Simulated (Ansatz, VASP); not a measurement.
# Cross-check of Zn11Co2 (Zn11Co2 (I-43m)) between VASP and Ansatz

Aim: how closely do two programs agree when they are given the same cell, functional and k mesh? Of the first pair: The structure shown is the start of the Ansatz relaxation below; VASP solves that cell, so the two are compared at the walk's first step.

Program: Ansatz 0.2.0. Level of theory: plane waves, with VASP 6.6.1 beside it; single point at PBEsol. Results are calculated unless marked as measured.

**1. Set-up**

It takes space group I-43m (No. 217, cubic). The conventional cell has a = 8.827 Å, b = 8.827 Å, c = 8.827 Å, α = 90.00°, β = 90.00°, γ = 90.00°. Nearest to Zn lie 9 Zn at 2.56 to 2.76 Å and 2 Co at 2.68 Å. Nearest to Zn lie 9 Zn at 2.56 to 2.58 Å and 3 Co at 2.58 Å. Zn has 2 Co at 2.50 to 2.55 Å and 8 Zn at 2.56 to 2.76 Å nearest. Co has 12 Zn at 2.50 to 2.68 Å nearest. Farther neighbours are not listed.

**2. Ansatz: relaxation, PBEsol**

Ansatz runs on its default PAW (the set named soft_2) files.

The two programs are compared at the cell with which this relaxation starts, whose forces are those of its first step.

File input.yaml:

```yaml
crystal:
  lattice:
    - [-4.4136985, 4.4136985, 4.4136985]
    - [4.4136985, -4.4136985, 4.4136985]
    - [4.4136985, 4.4136985, -4.4136985]
  atoms:
    - { symbol: Zn, position: [0.0, 0.64567921, 0.64567921] }
    - { symbol: Zn, position: [0.35432079, 0.35432079, 0.0] }
    - { symbol: Zn, position: [0.64567921, 0.0, 0.64567921] }
    - { symbol: Zn, position: [0.64567921, 0.64567921, 0.0] }
    - { symbol: Zn, position: [0.35432079, 0.0, 0.35432079] }
    - { symbol: Zn, position: [0.0, 0.35432079, 0.35432079] }
    - { symbol: Zn, position: [0.79327684, 0.79327684, 0.79327684] }
    - { symbol: Zn, position: [0.20672316, 0.0, 0.0] }
    - { symbol: Zn, position: [0.0, 0.20672316, 0.0] }
    - { symbol: Zn, position: [0.0, 0.0, 0.20672316] }
    - { symbol: Zn, position: [0.2575221, 0.2575221, 0.6097178] }
    - { symbol: Zn, position: [0.7424779, 1.0, 0.3521957] }
    - { symbol: Zn, position: [1.0, 0.7424779, 0.3521957] }
    - { symbol: Zn, position: [0.7424779, 0.3521957, 1.0] }
    - { symbol: Zn, position: [0.2575221, 0.6097178, 0.2575221] }
    - { symbol: Zn, position: [1.0, 0.3521957, 0.7424779] }
    - { symbol: Zn, position: [0.3521957, 0.7424779, 1.0] }
    - { symbol: Zn, position: [0.3521957, 1.0, 0.7424779] }
    - { symbol: Zn, position: [0.6097178, 0.2575221, 0.2575221] }
    - { symbol: Zn, position: [0.6478043, 0.6478043, 0.3902822] }
    - { symbol: Zn, position: [0.6478043, 0.3902822, 0.6478043] }
    - { symbol: Zn, position: [0.3902822, 0.6478043, 0.6478043] }
    - { symbol: Co, position: [0.0, 0.0, 0.65620681] }
    - { symbol: Co, position: [0.0, 0.65620681, 0.0] }
    - { symbol: Co, position: [0.65620681, 0.0, 0.0] }
    - { symbol: Co, position: [0.34379319, 0.34379319, 0.34379319] }
basis:
  ecutwfc: 420
  xc_grid: 2
hamiltonian:
  xc: pbesol
kpoints:
  mp_grid: { grid: [6, 6, 6] }
scf:
  occupations: { method: fermi_dirac, width: 0.05 }
  max_iter: 150
output:
  forces: true
  stress: true
relax:
  f_tol: 0.01
  max_steps: 60
  cell: {}
checkpoint:
  write: "../pbesol.run"
  compress: false
  write_wavefunctions: false
  write_every: 100000
```

Command:

```console
$ ansatz run input.yaml --threads 4 --pin off --max-ram 6594MiB --backend cpu --events-out ev --progress --plain --runs-dir out
```

Numbers of over 12 decimals in the logs are rounded to 6 here.

What it wrote:

```text
Engine: ansatz 0.2.0, x86_64-unknown-linux-gnu
Pseudopotentials: kind: paw
Pseudopotential: Zn, paw, valence charge 12, recommended cutoff 420 eV (normal), Zn.paw.azcp
Pseudopotential: Co, paw, valence charge 17, recommended cutoff 420 eV (normal), Co.paw.azcp
Functional definition: PBEsol
  exchange = pbesol_x
  correlation = pbesol_c
Crystal: 26 atoms, lattice volume = 343.928 Å³
Basis set: ecut = 420 eV, 6699 PW (Γ), exchange–correlation on 108×108×108 points (8 copies of the dense FFT grid, shifted against one another)
Bands: 200, of which v1, the nominal top of the filled ones, is band 166 counted from 1 (165 counted from 0)
Symmetry: 24 space group operations
Space group: I-43m (ITA 217), of the structure as read, at distance tolerance 7.0e-5 Å
k-points: 16 of 216 (time reversal used)
Non-local potential: Zn, projectors of the file, l = 0: 2, l = 1: 2, l = 2: 3, l = 3: 1
Non-local potential: Co, projectors of the file, l = 0: 3, l = 1: 2, l = 2: 3, l = 3: 1
PAW form: soft (Blöchl's): semilocal exchange-correlation on the pseudo side does not see the compensation charge
PAW frozen core: Zn, regenerated for the run's functional, and the local potential with it (the file was generated under x = pbe(κ = 0.804, μ = 0.219515), c = pbe(β = 0.066725))
PAW frozen core: Co, regenerated for the run's functional, and the local potential with it (the file was generated under x = pbe(κ = 0.804, μ = 0.219515), c = pbe(β = 0.066725))
PAW one-centre angular grid: Zn, 590 points (default); XC on 64 Gauss nodes
PAW one-centre angular grid: Co, 590 points (default); XC on 64 Gauss nodes
Initial density: superposition of atomic densities (neutral atoms: chi_scale 0, normalization atom), corrected by the library's trained network
Initial wavefunctions: pseudopotential atomic-orbital guess
Functional: x = pbesol(κ = 0.804, μ = 0.123457), c = pbesol(β = 0.046)
SCF iter   1: F=—  HF=-92554.673597 eV  |F-HF|=—  |Δ(HF+E_count)|=         —  Δρ=1.56e-2  dr2=5.50e-1  ethr=1.77e-3  ⟨swp⟩=6.1  Hψ=13273  notcnv=0  defer=72
preconditioner: auto → Kerker (q_TF=auto, 2.712 Å⁻¹)  [metal: Δε(μ)=0.033 eV  Ē_g=10.386 eV  σ=0.050 eV  W_gap=0.16  n_scr=134 (ndim 8)  ℏωp=34.7 eV  f_vac=0.000  D(μ)=13.69/eV (n_scr^D=134)]
SCF iter   2: F=—  HF=-92554.623585 eV  |F-HF|=—  |Δ(HF+E_count)|=   5.00e-2  Δρ=6.50e-3  dr2=1.14e-1  ethr=1.66e-4  ⟨swp⟩=2.0  Hψ=3835  notcnv=0  defer=364
SCF iter   3: F=—  HF=-92554.616200 eV  |F-HF|=—  |Δ(HF+E_count)|=   7.39e-3  Δρ=1.70e-3  dr2=6.42e-3  ethr=3.42e-5  ⟨swp⟩=2.9  Hψ=5471  notcnv=0  defer=364
SCF iter   4: F=—  HF=-92554.613770 eV  |F-HF|=—  |Δ(HF+E_count)|=   2.43e-3  Δρ=4.18e-4  dr2=5.00e-4  ethr=1.93e-6  ⟨swp⟩=2.1  Hψ=4752  notcnv=0  defer=364
SCF iter   5: F=—  HF=-92554.613753 eV  |F-HF|=—  |Δ(HF+E_count)|=   1.66e-5  Δρ=1.38e-4  dr2=5.24e-5  ethr=1.51e-7  ⟨swp⟩=2.4  Hψ=5640  notcnv=0  defer=364
SCF iter   6: F=—  HF=-92554.613687 eV  |F-HF|=—  |Δ(HF+E_count)|=   6.64e-5  Δρ=5.21e-5  dr2=7.27e-6  ethr=1.58e-8  ⟨swp⟩=2.0  Hψ=5495  notcnv=0  defer=364
SCF iter   7: F=—  HF=-92554.613684 eV  |F-HF|=—  |Δ(HF+E_count)|=   2.21e-6  Δρ=2.33e-5  dr2=1.78e-6  ethr=2.19e-9  ⟨swp⟩=2.0  Hψ=5228  notcnv=0  defer=364
SCF iter   8: F=—  HF=-92554.613684 eV  |F-HF|=—  |Δ(HF+E_count)|=   4.87e-7  Δρ=1.25e-5  dr2=4.61e-7  ethr=5.38e-10  ⟨swp⟩=2.0  Hψ=5252  notcnv=0  defer=364
SCF iter   9: F=-92554.613684 eV  HF=-92554.613684 eV  |F-HF|=4.69e-8  |Δ(HF+E_count)|=   1.50e-7  Δρ=3.20e-6  dr2=4.43e-8  ethr=3.01e-11  ⟨swp⟩=4.1  Hψ=13402  notcnv=0
SCF 1 converged in 9 iterations: F = -92554.613684 eV  dr2 = 4.43e-8
  greatest PAW one-centre occupation: 1.001 electrons in one spin orbital (limit 2), on the Co atom at site 25 (counted from 0), in its partial waves of l = 1
relax step   1: F+E_penalty+E_count = -92554.61368368 eV  Δ(F+E_penalty+E_count) = +0.000e0 eV  max|allowed force component| = 2.387e-2 eV/Å  Δτ_max = 0.0000 Å  P = -1.812 GPa  Ω = 343.928 Å³  (9 SCF iters, dr2 threshold 1.00e-7 eV, accepted)
[...]
relax step   3: F+E_penalty+E_count = -92554.64851554 eV  Δ(F+E_penalty+E_count) = -4.993e-3 eV  max|allowed force component| = 6.163e-3 eV/Å  Δτ_max = 0.0022 Å  P = +0.030 GPa  Ω = 338.605 Å³  energy of the carried Pulay correction = +4.214e-3 eV  (6 SCF iters, dr2 threshold 9.12e-7 eV, accepted)
[...]
relax step   4: F+E_penalty+E_count = -92554.64437614 eV  Δ(F+E_penalty+E_count) = +4.139e-3 eV  max|allowed force component| = 6.055e-3 eV/Å  Δτ_max = 0.0000 Å  P = +0.025 GPa  Ω = 338.605 Å³  stress off target by 2.51e-2 GPa  SCF on the basis re-selected at this cell (its energy is not comparable with the rows above)  (8 SCF iters)
basis re-selected at this cell: Δ(F+E_penalty+E_count) = +4.139e-3 eV, ΔP = -0.005 GPa vs the last step (what re-selecting the basis moved, of the pressure what is left beyond the Pulay correction that the steps carried, after the strain that the cell walked since its last selection, with what the two solves' SCF thresholds leave and, on support functions, any second-order correction that the steps lacked; it is no m [...]
SCF converged after 8 iterations
Free energy (F): -92554.644376 eV
Harris-Foulkes:  -92554.644376 eV  (|F-HF|=8.73e-11)
Internal energy: -92554.534273 eV  (E = F + TS)
E sigma→0 (E₀):  -92554.589324 eV
Entropy (-TS):   -0.110104 eV (-4.235 meV/atom)
Fermi energy:    13.100716 eV
--- Per-component energies (eV) ---
  E_band       = 368.382070
  E_kinetic    = 4731.828323
  E_local      = -45896.548920  (includes V_loc(G=0)·N_el)
  E_nonlocal   = 15284.786680
  E_hartree    = 19400.096982
  E_xc         = -3648.273834
  E_vxc        = -2014.740768  (∫ρ·V_xc dr)
  E_paw        = -45254.895529  (= ΣΔE_a)
  E_vpaw       = -10537.128712  (= ΣTr[D̂ρ^β])
  E_aug_tail   = -0.007880  (compensation charges beyond the density's cutoff)
  E_ewald      = -37189.815580
  E_core_change = 18.295485  (= ΣΔE_core)
  E_smearing   = -0.110104  (= −TS)
  E_closure    = 0.000000  (closes the sum)
  Σ components = -92554.644376   (vs F -92554.644376, Δ=0.00e0)
--- Forces (eV/Å), atoms counted from 1 ---
  atom   1  Zn     0.00605520    -0.00000000     0.00000000
  atom   2  Zn     0.00000000     0.00000000    -0.00605520
  atom   3  Zn     0.00000000     0.00605520    -0.00000000
  atom   4  Zn     0.00000000     0.00000000     0.00605520
  atom   5  Zn     0.00000000    -0.00605520     0.00000000
  atom   6  Zn    -0.00605520     0.00000000    -0.00000000
  atom   7  Zn    -0.00342652    -0.00342652    -0.00342652
  atom   8  Zn    -0.00342652     0.00342652     0.00342652
  atom   9  Zn     0.00342652    -0.00342652     0.00342652
  atom  10  Zn     0.00342652     0.00342652    -0.00342652
  atom  11  Zn     0.00279369     0.00279369     0.00280710
  atom  12  Zn     0.00279369    -0.00280710    -0.00279369
  atom  13  Zn    -0.00280710     0.00279369    -0.00279369
  atom  14  Zn     0.00279369    -0.00279369    -0.00280710
  atom  15  Zn     0.00279369     0.00280710     0.00279369
  atom  16  Zn    -0.00280710    -0.00279369     0.00279369
  atom  17  Zn    -0.00279369     0.00279369    -0.00280710
  atom  18  Zn    -0.00279369    -0.00280710     0.00279369
  atom  19  Zn     0.00280710     0.00279369     0.00279369
  atom  20  Zn    -0.00279369    -0.00279369     0.00280710
  atom  21  Zn    -0.00279369     0.00280710    -0.00279369
  atom  22  Zn     0.00280710    -0.00279369    -0.00279369
  atom  23  Co     0.00497555     0.00497555    -0.00497555
  atom  24  Co     0.00497555    -0.00497555     0.00497555
  atom  25  Co    -0.00497555     0.00497555     0.00497555
  atom  26  Co    -0.00497555    -0.00497555    -0.00497555
  max |Σ_I F_I| component: 1.04e-17 eV/Å
--- Stress (GPa, compression-positive) ---
        0.025087       0.000000      -0.000000
        0.000000       0.025087      -0.000000
       -0.000000      -0.000000       0.025087
  P = ⅓ Tr σ = 0.0251 GPa (0.251 kbar)
--- Relaxed structure (3 steps of the walk, 3 accepted, 1 SCFs on fresh bases) ---
  F+E_penalty+E_count = -92554.64437614 eV   max|allowed force component| = 6.055e-3 eV/Å   (the final SCF, on the basis selected at the relaxed cell)
  cell:  # Å, volume = 338.6049 Å³
    - [-4.390807, 4.390807, 4.390807]
    - [4.390807, -4.390807, 4.390807]
    - [4.390807, 4.390807, -4.390807]
  atoms:
    - { symbol: Zn, position: [0, 0.645693, 0.645693] }
    - { symbol: Zn, position: [0.354307, 0.354307, 0] }
    - { symbol: Zn, position: [0.645693, 0, 0.645693] }
    - { symbol: Zn, position: [0.645693, 0.645693, 0] }
    - { symbol: Zn, position: [0.354307, 0, 0.354307] }
    - { symbol: Zn, position: [0, 0.354307, 0.354307] }
    - { symbol: Zn, position: [0.792704, 0.792704, 0.792704] }
    - { symbol: Zn, position: [0.207296, 0.0, 0.0] }
    - { symbol: Zn, position: [0.0, 0.207296, 0.0] }
    - { symbol: Zn, position: [0.0, 0.0, 0.207296] }
    - { symbol: Zn, position: [0.258067, 0.258067, 0.610366] }
    - { symbol: Zn, position: [0.741933, 1.0, 0.352299] }
    - { symbol: Zn, position: [1.0, 0.741933, 0.352299] }
    - { symbol: Zn, position: [0.741933, 0.352299, 1.000000] }
    - { symbol: Zn, position: [0.258067, 0.610366, 0.258067] }
    - { symbol: Zn, position: [1.0, 0.352299, 0.741933] }
    - { symbol: Zn, position: [0.352299, 0.741933, 1.000000] }
    - { symbol: Zn, position: [0.352299, 1.0, 0.741933] }
    - { symbol: Zn, position: [0.610366, 0.258067, 0.258067] }
    - { symbol: Zn, position: [0.647701, 0.647701, 0.389634] }
    - { symbol: Zn, position: [0.647701, 0.389634, 0.647701] }
    - { symbol: Zn, position: [0.389634, 0.647701, 0.647701] }
    - { symbol: Co, position: [0.0, 0.0, 0.656721] }
    - { symbol: Co, position: [0.0, 0.656721, 0.0] }
    - { symbol: Co, position: [0.656721, 0.0, 0.0] }
    - { symbol: Co, position: [0.343279, 0.343279, 0.343279] }
```

[end of part 1 of 3]

[Lines on the potential files, build, host, timing and source positions are cut from VASP's logs without a mark.]

[Logs are printed without paths, hosts, clocks, repeated set-up lines and the standing remarks that a program may print on its own settings, such as how far it seeks lower states.]

[Hosts, paths, dates, database ids (printed as entryN), source tags and the programs' standing remarks are cut or masked in the printed files.]
